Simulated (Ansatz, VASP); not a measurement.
# ZrB2: VASP beside Ansatz, part 2 of 2

Aim: how closely do two programs agree when they are given the same cell, functional and k mesh? The structure shown is the end of the Ansatz relaxation below.

VASP 6.6.1 and Ansatz 0.2.0.

So far. Step 3 (VASP: single point, PBEsol, pair 1): The run ends at a pressure of 4.27 GPa.

**6. VASP: single point, PBEsol, pair 2**

Level of this step: PBEsol; plane waves and PAW (B, Zr_sv) (VASP).

The same cell, functional, mesh and smearing now go to VASP, with its own data sets.

Contents of INCAR:

```
SYSTEM = ZrB2
PREC = Accurate
ENCUT = 500
EDIFF = 1E-06
NELM = 120
ISMEAR = 1
SIGMA = 0.2
LREAL = .FALSE.
ALGO = Normal
GGA = PS
NBANDS = 15
LASPH = .TRUE.
LORBIT = 11
LWAVE = .FALSE.
LCHARG = .FALSE.
ISIF = 2
GGA_COMPAT = .FALSE.
KPAR = 2
```

Contents of POSCAR:

```
ZrB2
1.0
    3.1827419487      0.0000000000      0.0000000000
   -1.5913709743      2.7563353813      0.0000000000
    0.0000000000      0.0000000000      3.3671382702
B Zr
2 1
Direct
    0.3333333333      0.6666666667      0.5000000000
    0.6666666667      0.3333333333      0.5000000000
    0.0000000000      0.0000000000      0.0000000000
```

Contents of KPOINTS:

```
Automatic mesh
0
Gamma
15 15 12
0 0 0
```

The projector-augmented-wave data sets are B and Zr_sv (PBE family, release 64).

On the command line:

```console
$ mpirun -np 2 vasp_std
```

Numbers of over 12 decimals in the logs are rounded to 6 here.

Output:

```text
[banner, memory and clock lines left out]
running    2 mpi-ranks, on    1 nodes
[...]
[... a notice as in an earlier step ...]

 LDA part: xc-table for (Slater+PW92), standard interpolation
 POSCAR, INCAR and KPOINTS ok, starting setup
[...]
entering main loop
       N       E                     dE             d eps       ncg     rms          rms(c)
DAV:   1     0.100582994733E+03    0.10058E+03   -0.96090E+03  5694   0.117E+03
DAV:   2    -0.245196313721E+02   -0.12510E+03   -0.12062E+03  7133   0.302E+02
DAV:   3    -0.286827828307E+02   -0.41632E+01   -0.41433E+01  9217   0.474E+01
DAV:   4    -0.287407698986E+02   -0.57987E-01   -0.57977E-01  6473   0.526E+00
[...]
DAV:  11    -0.263362226861E+02    0.37973E-05   -0.50972E-05  8163   0.645E-02    0.147E-02
DAV:  12    -0.263362210258E+02    0.16603E-05   -0.36399E-06  6919   0.148E-02    0.445E-03
DAV:  13    -0.263362208651E+02    0.16065E-06   -0.56877E-07  3473   0.663E-03
   1 F= -.26336221E+02 E0= -.26336192E+02  d E =-.862674E-04
```

OUTCAR, selected parts (step 6):

```text
  Total        0.0657262      0.0657262      3.1914022      0.0000000      0.0000000      0.0000000
  in kB        3.5649614      3.5649614    173.1002452      0.0000000      0.0000000      0.0000000
  external PRESSURE =      60.0767227 kB  Pullay stress =       0.0000000 kB

 POSITION                                       TOTAL-FORCE (eV/Angst)
 -----------------------------------------------------------------------------------
     -0.00000      1.83756      1.68357         0.000000     -0.000000     -0.000000
      1.59137      0.91878      1.68357        -0.000000      0.000000      0.000000
      0.00000      0.00000      0.00000        -0.000000      0.000000     -0.000000
 -----------------------------------------------------------------------------------
    total drift:                               -0.000000      0.000000     -0.000000

  FREE ENERGIE OF THE ION-ELECTRON SYSTEM (eV)
  ---------------------------------------------------
  free  energy   TOTEN  =       -26.3362208651 eV

  energy  without entropy=      -26.3361345977  energy(sigma->0) =      -26.33619211

[... 1 part as in an earlier step ...]

[... 2 further parts left out ...]
[key lines of the parts left out:]
E-fermi :  10.8944
```

The run ends at a pressure of 6.01 GPa.

**7. Comparison**

Compared:

```
      quantity  Ansatz  VASP  difference
pressure (GPa)    5.66  6.01       -0.35
```

**8. Ansatz: relaxation, PBEsol**

This run makes the geometry at which the two programs are then compared. The cell compared in this pair holds 30.05 Å³, against 29.54 Å³ for the pair before.

The structure compared here is the end of the Ansatz relaxation.

Contents of input.yaml:

```yaml
crystal:
  lattice:
    - [3.1547390685, 0.0, 0.0]
    - [-1.5773695343, 2.7320841757, 0.0]
    - [0.0, 0.0, 3.4723613412]
  atoms:
    - { symbol: B, position: [0.3333333333, 0.6666666667, 0.5] }
    - { symbol: B, position: [0.6666666667, 0.3333333333, 0.5] }
    - { symbol: Zr, position: [0.0, 0.0, 0.0] }
kpoints:
  mp_grid: { grid: [15, 15, 12] }
hamiltonian:
  xc: pbesol
  pseudopotentials: { kind: paw, azcp: { folder: soft_1 }, xc_functional: pbe }
scf:
  occupations: { method: methfessel_paxton, width: 0.2 }
output:
  forces: true
  stress: true
  eigenvalues: true
relax:
  adjacent_minimum: "off"
  f_tol: 0.001
  max_steps: 60
  cell: { stress_tol: 0.01, fix: [c, angles] }
```

On the command line:

```console
$ ansatz run input.yaml --threads 4 --pin off --max-ram 10240MiB --backend cpu --events-out ev --progress --plain --runs-dir out
```

Output:

```text
[...]
Crystal: 3 atoms, lattice volume = 29.928 Å³
Basis set: ecut = 420 eV, 563 PW (Γ), exchange–correlation on 48×48×48 points (8 copies of the dense FFT grid, shifted against one another)
Bands: 13, of which v1, the nominal top of the filled ones, is band 9 counted from 1 (8 counted from 0)
Symmetry: 8 space group operations
k-points: 448 of 2700
[...]
--- Relaxed structure (3 steps of the walk, 3 accepted, 1 SCFs on fresh bases) ---
[...]
cell:  # Å, volume = 30.0506 Å³
    - [3.161179, 2.8926600639408768e-11, 0]
    - [-1.580589, 2.737661, 0]
    - [0, 0, 3.4723613412]
  atoms:
    - { symbol: B, position: [0.333333, 0.666667, 0.500000] }
    - { symbol: B, position: [0.666667, 0.333333, 0.500000] }
    - { symbol: Zr, position: [0, 0, 0.0] }
[key lines of the parts left out:]
SCF converged after 5 iterations
Free energy (F): -4437.238955 eV
Fermi energy:    16.032461 eV
P = ⅓ Tr σ = 1.3679 GPa (13.679 kbar)
```

**9. VASP: single point, PBEsol, pair 3**

The same cell, functional, mesh and smearing now go to VASP, with its own data sets.

INCAR is that of step 6.

Contents of POSCAR:

```
ZrB2
1.0
    3.1611788486      0.0000000000      0.0000000000
   -1.5805894243      2.7376611888      0.0000000000
    0.0000000000      0.0000000000      3.4723613412
B Zr
2 1
Direct
    0.3333333334      0.6666666666      0.5000000000
    0.6666666666      0.3333333334      0.5000000000
    0.0000000000      0.0000000000      0.0000000000
```

KPOINTS is that of step 6.

On the command line:

```console
$ mpirun -np 2 vasp_std
```

Output:

```text
[... set-up lines as in an earlier step ...]
 entering main loop
       N       E                     dE             d eps       ncg     rms          rms(c)
DAV:   1     0.102334188813E+03    0.10233E+03   -0.96275E+03  5670   0.117E+03
DAV:   2    -0.246544505179E+02   -0.12699E+03   -0.12240E+03  7189   0.301E+02
DAV:   3    -0.288550681668E+02   -0.42006E+01   -0.41765E+01  8955   0.479E+01
DAV:   4    -0.289246261494E+02   -0.69558E-01   -0.69543E-01  6645   0.574E+00
[...]
DAV:  11    -0.263976011512E+02   -0.24216E-05   -0.61288E-05  8113   0.723E-02    0.126E-02
DAV:  12    -0.263975994902E+02    0.16610E-05   -0.30018E-06  6626   0.124E-02    0.513E-03
DAV:  13    -0.263975993313E+02    0.15892E-06   -0.56848E-07  3346   0.655E-03
   1 F= -.26397599E+02 E0= -.26397765E+02  d E =0.497485E-03
```

From OUTCAR (step 9):

```text
  Total        0.0629647      0.0629647      0.8272195      0.0000000      0.0000000      0.0000000
  in kB        3.3570199      3.3570199     44.1039661      0.0000000      0.0000000      0.0000000
  external PRESSURE =      16.9393353 kB  Pullay stress =       0.0000000 kB

 POSITION                                       TOTAL-FORCE (eV/Angst)
 -----------------------------------------------------------------------------------
      0.00000      1.82511      1.73618         0.000000     -0.000000      0.000000
      1.58059      0.91255      1.73618        -0.000000      0.000000      0.000000
      0.00000      0.00000      0.00000         0.000000      0.000000      0.000000
 -----------------------------------------------------------------------------------
    total drift:                                0.000000     -0.000000     -0.000000

  FREE ENERGIE OF THE ION-ELECTRON SYSTEM (eV)
  ---------------------------------------------------
  free  energy   TOTEN  =       -26.3975993313 eV

  energy  without entropy=      -26.3980968167  energy(sigma->0) =      -26.39776516

[... 1 part as in an earlier step ...]

[... 2 further parts left out ...]
[key lines of the parts left out:]
E-fermi :  10.6807
```

The run ends at a pressure of 1.69 GPa.

**10. Side by side**

Both answers:

```csv
quantity,Ansatz,VASP,difference
pressure (GPa),1.37,1.69,-0.33
```

**11. Results**

* difference in pressure (single point, PBEsol, pair 1): -0.33 GPa
* difference in pressure (single point, PBEsol, pair 2): -0.35 GPa
* difference in pressure (single point, PBEsol, pair 3): -0.33 GPa

The difference in pressure is -0.35 GPa (single point, PBEsol, pair 2), within the 1 GPa picked in this series as the mark of a large difference. 5 further runs of this series are not shown here. How closely two codes agree says nothing of how well the functional describes the real material.

[Lines on the potential files, build, host, timing and source positions are cut from VASP's logs without a mark.]

[Logs are printed without paths, hosts, clocks, repeated set-up lines and the standing remarks that a program may print on its own settings, such as how far it seeks lower states.]

[Hosts, paths, dates, database ids (printed as entryN), source tags and the programs' standing remarks are cut or masked in the printed files.]
